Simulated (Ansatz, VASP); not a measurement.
# CuSb2: VASP beside Ansatz, part 2 of 2

Aim: how closely do two programs agree when they are given the same cell, functional and k mesh? The cell is generated by rule, not measured, and may not be a known phase. The cell is taken from a series of runs on this material, whose earlier steps may have relaxed, scaled, displaced or heated it; both programs get it as it stands.

VASP 6.6.1 and Ansatz 0.2.0.

So far: Starting point; VASP: zone-centre phonons, PBEsol.

The structure was built from a prototype and need not be the compound's stable phase.

**3. Ansatz: zone-centre phonons, PBEsol**

Level of this step: Ansatz beside VASP: Kohn-Sham DFT, plane waves, PBEsol (Ansatz).

Ansatz runs on its default PAW (the set named soft_2) files.

The same cell, functional, mesh and smearing now go to Ansatz, which takes its cutoff from its data sets.

Input file input.yaml:

```yaml
crystal:
  lattice:
    - [0.0, 3.249515603, 3.249515603]
    - [3.249515603, 0.0, 3.249515603]
    - [3.249515603, 3.249515603, 0.0]
  atoms:
    - { symbol: Sb, position: [0.25, 0.25, 0.25] }
    - { symbol: Sb, position: [0.75, 0.75, 0.75] }
    - { symbol: Cu, position: [0.0, 0.0, 0.0] }
kpoints:
  mp_grid: { grid: [10, 10, 10] }
hamiltonian:
  xc: pbesol
scf:
  occupations: { method: methfessel_paxton, width: 0.15 }
output:
  eigenvalues: true
phonons:
  method: dfpt
  qmesh: [2, 2, 2]
  temperatures: { t_max: 1000, t_step: 50 }
  qpath:
    path:
      - [[0.0, 0.0, 0.0], [0.5, 0.0, 0.5], [0.625, 0.25, 0.625]]
      - [[0.375, 0.375, 0.75], [0.0, 0.0, 0.0], [0.5, 0.5, 0.5], [0.5, 0.25, 0.75], [0.5, 0.0, 0.5]]
    npoints: 10
```

Started as:

```
$ ansatz run input.yaml --threads 4 --pin off --max-ram 7168MiB --backend cpu --events-out ev --progress --plain --runs-dir out
```

Numbers of over 12 decimals in the logs are rounded to 6 here.

The log of the run:

```text
Engine: ansatz 0.2.0, aarch64-unknown-linux-gnu
Pseudopotentials: kind: paw
Pseudopotential: Sb, paw, valence charge 15, recommended cutoff 420 eV (normal), Sb.paw.azcp
Pseudopotential: Cu, paw, valence charge 19, recommended cutoff 420 eV (normal), Cu.paw.azcp
Functional definition: PBEsol
  exchange = pbesol_x
  correlation = pbesol_c
Crystal: 3 atoms, lattice volume = 68.626 Å³
Basis set: ecut = 420 eV, 1363 PW (Γ), exchange–correlation on 64×64×64 points (8 copies of the dense FFT grid, shifted against one another)
Bands: 30, of which v1, the nominal top of the filled ones, is band 25 counted from 1 (24 counted from 0)
Symmetry: 48 space group operations
k-points: 47 of 1000
Non-local potential: Sb, projectors of the file, l = 0: 2, l = 1: 2, l = 2: 2, l = 3: 2
Non-local potential: Cu, projectors of the file, l = 0: 3, l = 1: 2, l = 2: 3, l = 3: 1
PAW form: soft (Blöchl's): semilocal exchange-correlation on the pseudo side does not see the compensation charge
PAW frozen core: Sb, regenerated for the run's functional, and the local potential with it (the file was generated under x = pbe(κ = 0.804, μ = 0.219515), c = pbe(β = 0.066725))
PAW frozen core: Cu, regenerated for the run's functional, and the local potential with it (the file was generated under x = pbe(κ = 0.804, μ = 0.219515), c = pbe(β = 0.066725))
PAW one-centre angular grid: Sb, 590 points (default); XC on 64 Gauss nodes
PAW one-centre angular grid: Cu, 590 points (default); XC on 64 Gauss nodes
Initial density: superposition of atomic densities (neutral atoms: chi_scale 0, normalization atom), corrected by the library's trained network
Initial wavefunctions: pseudopotential atomic-orbital guess
Functional: x = pbesol(κ = 0.804, μ = 0.123457), c = pbesol(β = 0.046)
SCF iter   1: F=—  HF=-19404.544061 eV  |F-HF|=—  |Δ(HF+E_count)|=         —  Δρ=1.05e-2  dr2=4.97e-2  ethr=1.77e-3  ⟨swp⟩=6.0  Hψ=5833  notcnv=0
preconditioner: auto → Kerker (q_TF=auto, 2.579 Å⁻¹)  [metal: Δε(μ)=0.074 eV  Ē_g=8.085 eV  σ=0.150 eV  W_gap=0.38  n_scr=14 (ndim 8)  ℏωp=20.5 eV  f_vac=0.036  D(μ)=1.01/eV (n_scr^D=0)]
SCF iter   2: F=—  HF=-19404.546227 eV  |F-HF|=—  |Δ(HF+E_count)|=   2.17e-3  S|Δr|=    0.00e0  Δρ=1.04e-2  dr2=4.20e-2  ethr=1.01e-4  ⟨swp⟩=2.0  Hψ=3123  notcnv=0  defer=24
preconditioner: auto → none  [insulator: Δε(μ)=0.131 eV  Ē_g=8.217 eV  σ=0.150 eV  W_gap=0.63  n_scr=14 (ndim 8)  ℏωp=20.5 eV  f_vac=0.036  D(μ)=0.72/eV (n_scr^D=0)  ε∞_Penn≈7.2]
SCF iter   3: F=—  HF=-19404.535687 eV  |F-HF|=—  |Δ(HF+E_count)|=   1.05e-2  S|Δr|=    0.00e0  Δρ=6.46e-4  dr2=1.14e-4  ethr=8.58e-5  ⟨swp⟩=2.0  Hψ=1791  notcnv=0  defer=24
SCF iter   4: F=—  HF=-19404.535718 eV  |F-HF|=—  |Δ(HF+E_count)|=   3.01e-5  S|Δr|=    0.00e0  Δρ=1.45e-4  dr2=7.68e-6  ethr=2.33e-7  ⟨swp⟩=2.0  Hψ=2355  notcnv=0  defer=24
SCF iter   5: F=—  HF=-19404.535715 eV  |F-HF|=—  |Δ(HF+E_count)|=   2.60e-6  S|Δr|=    0.00e0  Δρ=2.11e-4  dr2=2.33e-5  ethr=1.57e-8  ⟨swp⟩=2.0  Hψ=2339  notcnv=0  defer=24
SCF iter   6: F=—  HF=-19404.535710 eV  |F-HF|=—  |Δ(HF+E_count)|=   4.91e-6  S|Δr|=    0.00e0  Δρ=3.05e-5  dr2=5.14e-7  ethr=1.57e-8  ⟨swp⟩=2.0  Hψ=1783  notcnv=0  defer=24
SCF iter   7: F=—  HF=-19404.535714 eV  |F-HF|=—  |Δ(HF+E_count)|=   3.50e-6  S|Δr|=    0.00e0  Δρ=5.39e-6  dr2=1.59e-8  ethr=1.05e-9  ⟨swp⟩=2.0  Hψ=1668  notcnv=0  defer=24
SCF iter   8: F=—  HF=-19404.535714 eV  |F-HF|=—  |Δ(HF+E_count)|=   1.47e-9  S|Δr|=    0.00e0  Δρ=7.67e-7  dr2=3.22e-10  ethr=3.24e-11  ⟨swp⟩=2.0  Hψ=1705  notcnv=0  defer=24
SCF iter   9: F=-19404.535714 eV  HF=-19404.535714 eV  |F-HF|=1.46e-11  |Δ(HF+E_count)|=  7.28e-12  S|Δr|=    0.00e0  Δρ=5.02e-8  dr2=1.04e-12  ethr=1.00e-12  ⟨swp⟩=7.7  Hψ=8105  notcnv=0
SCF 1 converged in 9 iterations: F = -19404.535714 eV  dr2 = 1.04e-12
  greatest PAW one-centre occupation: 1.000 electrons in one spin orbital (limit 2), on the Cu atom at site 2 (counted from 0), in its partial waves of l = 0
phonons: the bands overlap, so this run is a metal and interpolates without the dipole-dipole term. If the crystal is really an insulator or semiconductor, its LO-TO splitting is missing
NSCF: frozen V_eff on 47 k-points
WARN: eigensolver did not converge (k=28): 1 band(s) unlocked after 20 sweeps at ethr=2.02e-12 eV (storage-precision floor; scheduled 1.00e-12 eV) (lowest unlocked band 29, counted from 0; max residual 3.28e-6 eV among the unlocked bands, 3.28e-6 eV over every band; other slots of this pass that fall short are told together in one closing line; warning suppressed until the next SCF loop or pass starts)
NSCF: frozen V_eff on 102 k-points
DFPT response loops at q = (0, 0, 0) (fractional): preconditioner auto → Kerker (q_TF=auto, 2.579 Å⁻¹) (partly filled bands, converged f_vac=0.038); β = 1.00, the filter's whole step (`scf.mixing.beta` (0.50) is not read by the response loops under this deck's `scf.mixing.preconditioner`; to damp them name `kerker` or `kerker_dos`, under which they read `scf.mixing.beta`, and type it under 1.00, their step now; both keys bind the ground state too); Broyden in place of MSR1
NSCF: frozen V_eff on 564 k-points
DFPT response loops at q = (0, 0, -0.5) (fractional): mixed as the last ones told, above
NSCF: frozen V_eff on 342 k-points
DFPT response loops at q = (0, -0.5, -0.5) (fractional): mixed as the last ones told, above
SCF converged after 9 iterations
Stability not checked: this state was not tested for a lower state beside it, because cold or Methfessel-Paxton smearing, or corrected tetrahedra, fill the levels in a way that the test cannot read (fill_not_monotonic; see scf.lower_state_search)
Free energy (F): -19404.535714 eV
Harris-Foulkes:  -19404.535714 eV  (|F-HF|=1.46e-11)
Internal energy: -19404.538543 eV  (E = F + TS)
E sigma→0 (E₀):  -19404.536421 eV
Entropy (-TS):   0.002829 eV (0.943 meV/atom)
Fermi energy:    11.977554 eV
--- Per-component energies (eV) ---
  E_band       = -741.706689
  E_kinetic    = 715.692103
  E_local      = -8324.002241  (includes V_loc(G=0)·N_el)
  E_nonlocal   = 1123.465405
  E_hartree    = 3747.336813
  E_xc         = -364.138911
  E_vxc        = -308.739057  (∫ρ·V_xc dr)
  E_paw        = -10628.447752  (= ΣΔE_a)
  E_vpaw       = -1442.796853  (= ΣTr[D̂ρ^β])
  E_aug_tail   = 0.000235  (compensation charges beyond the density's cutoff)
  E_ewald      = -5675.314113
  E_core_change = 0.869916  (= ΣΔE_core)
  E_smearing   = 0.002829  (= −TS)
  E_closure    = -0.000000  (closes the sum)
  Σ components = -19404.535714   (vs F -19404.535714, Δ=0.00e0)
--- Band table (eV; the first three rows and the last of 47) ---
  k-point 0: bands = [... 21 lower, 11.1606, 11.1606, 11.1606, 12.9256, 12.9256, 12.9256, 14.9937, 15.0129, ... 1 higher]
  k-point 1: bands = [... 21 lower, 10.6822, 11.0320, 11.0320, 12.7319, 12.8246, 12.8246, 14.8806, 15.1184, ... 1 higher]
  k-point 2: bands = [... 21 lower, 9.8823, 10.7323, 10.7323, 12.3287, 12.4896, 12.4896, 15.0356, 15.6289, ... 1 higher]
  k-point 46: bands = [... 21 lower, 8.6456, 8.9183, 10.5637, 12.4074, 14.2164, 16.2233, 16.2572, 16.7008, ... 1 higher]
--- Phonons (Γ-DFPT): 2 representative perturbations + reference (Σ response iterations 6) ---
  ASR residual: 1.011e-4 → 0.000e0 eV/Å²; symmetrization residual: 3.191e-6 eV/Å²
  ASR residual per site (eV/Å²): 1.91e-5 1.91e-5 1.01e-4
  Γ frequencies (cm⁻¹): 0.00 0.00 0.00 105.40 105.40 105.40 118.22 118.22 118.22
--- Phonons (arbitrary-q DFPT): 3 irreducible q on the 2×2×2 mesh ---
  q = [0.0000, 0.0000, 0.0000] (star 1, of the zone-centre solve; hermiticity 1.75e-6, symmetrization 1.02e-11): -0.00 0.00 0.00 105.40 105.40 105.40 118.22 118.22 118.22
  q = [0.0000, 0.0000, -0.5000] (star 4, 2 solved perturbations on 282 of 1000 k-point pairs; hermiticity 6.04e-6, symmetrization 5.07e-6): 51.79 51.79 72.18 90.50 90.50 112.58 120.20 123.68 123.68
  q = [0.0000, -0.5000, -0.5000] (star 3, 4 solved perturbations in 546 linear systems a pass and spin channel, the states on 171 of 1000 k-point pairs; hermiticity 7.74e-6, symmetrization 2.07e-8): 55.56 55.56 66.71 71.01 71.01 93.96 116.56 116.56 119.23
  sum rule: each row above includes the acoustic sum rule's correction from the zone centre's row sums; it moved no ω² by more than (0.66 cm⁻¹)²
  mesh force constants: q→R imaginary residual 3.11e-17; ASR residual 1.011e-4 → 0.000e0 eV/Å²; symmetrization residual 1.332e-15 eV/Å²
  interpolated dispersion: 62 rows × 9 modes
  density of states and harmonic sums: on the 16×16×16 q-mesh, interpolated from the force constants of a 2×2×2 supercell (no non-analytic term)
  largest difference from the sums on the solved wave vectors: F 9.59e-2 eV, S 1.28e-4 and C_V 3.23e-5 eV/K
  zero-point energy: 0.049723 eV/cell   skipped modes (ω ≤ 0): 3   left out of the sums: 8.14e-5 of the cell's modes: C_V's classical limit lies that fraction below 3 k_B per atom; for a crystal, a wire or a layer, F and S can be off by more, and a phonons.interpolated_qmesh denser along its periods is the remedy for the sampling
```

**4. Comparison**

Known differences besides the potentials themselves: VASP's run holds the zone centre alone; the data sets hold 49 valence electrons in Ansatz (on its default PAW (the set named soft_2) files) and 21 in VASP; the cutoff is 420 eV in Ansatz and 600 eV in VASP; Ansatz makes its cores anew for this functional, VASP keeps those of its PBE data sets. Total energies have different zeros and are not compared.

Both answers:

```csv
quantity,Ansatz,VASP,difference
optical mode 1 to 3 (cm⁻¹),105.4,106.7,-1.22 %
optical mode 4 to 6 (cm⁻¹),118.2,120.7,-2.05 %
```

Modes are paired by rising frequency, not by their patterns, so a pair may set unlike modes beside each other; they are those without the splitting of longitudinal modes.

**5. Summary of results**

```yaml
r_m_s_difference_of_the_optical_zone_centre_modes_each_program_s_sorted_by_frequency_zone_centre_phonons_pbesol: 2.0 cm⁻¹
difference_in_optical_mode_4_to_6_zone_centre_phonons_pbesol: -2.1 %
```

The r.m.s. difference of the optical zone-centre modes, each program's sorted by frequency is 2.0 cm⁻¹ (zone-centre phonons, PBEsol). The data sets hold unlike numbers of valence electrons (49 in Ansatz and 21 in VASP), so part of the differences comes from the potentials. Among the rows given in per cent, the largest difference of the zone-centre phonons, PBEsol pair is in optical mode 4 to 6, -2.1 %. Such differences can come from data sets, numerical settings and the points named under the comparisons, not from the functional's error against experiment.

[Lines on the potential files, build, host, timing and source positions are cut from VASP's logs without a mark.]

[Logs are printed without paths, hosts, clocks, repeated set-up lines and the standing remarks that a program may print on its own settings, such as how far it seeks lower states.]

[Hosts, paths, dates, database ids (printed as entryN), source tags and the programs' standing remarks are cut or masked in the printed files.]
